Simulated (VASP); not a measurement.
Na2Pd, 3 atoms in the cell. Symmetry: P-3m1, No. 164, trigonal system. Conventional cell: a = 3.135 Å, b = 3.135 Å, c = 7.945 Å, α = 90.00°, β = 90.00°, γ = 120.00°. Na (site symmetry 3m) has 3 Pd at 2.91 Å and 6 Na at 3.13 Å as nearest neighbours. Pd (site symmetry -3m) has 6 Na at 2.91 Å and 6 Pd at 3.13 Å as nearest neighbours. The cell was built by a generator and needn't be a form met in nature. The cell isn't the ideal one: cell and atoms relaxed tightly for response.

* Program: VASP 6.6.1
* Task: single point
* Functional: PBE
* Potentials or basis: VASP PAW PBE potentials, release 64 (Na_pv, Pd)
* Cutoff: 520 eV
* k mesh: 18 × 18 × 6
* Occupations: fermi-dirac, width 0.15 eV
* Spin: no spin polarisation
* Dipole correction: no
* Further INCAR settings: ALGO = Fast; EDIFF = 1e-06; NBANDS = 19

Potentials or basis: VASP PAW PBE potentials, release 64 (Na_pv, Pd).

Run with:

```sh
$ cat potpaw_PBE.64/Na_pv/POTCAR potpaw_PBE.64/Pd/POTCAR > POTCAR
$ mpirun -np 1 vasp_std > vasp.out
```

Hardware: 1 thread of Intel(R) Xeon(R) 6975P-C (Granite Rapids) (shared host).

Estimate the wall time of this run.

Wall time 88 s on 1 thread of Intel(R) Xeon(R) 6975P-C (Granite Rapids), with other jobs on the host, peak memory 0.36 GiB. Counts: scf iterations 14, k points 202.
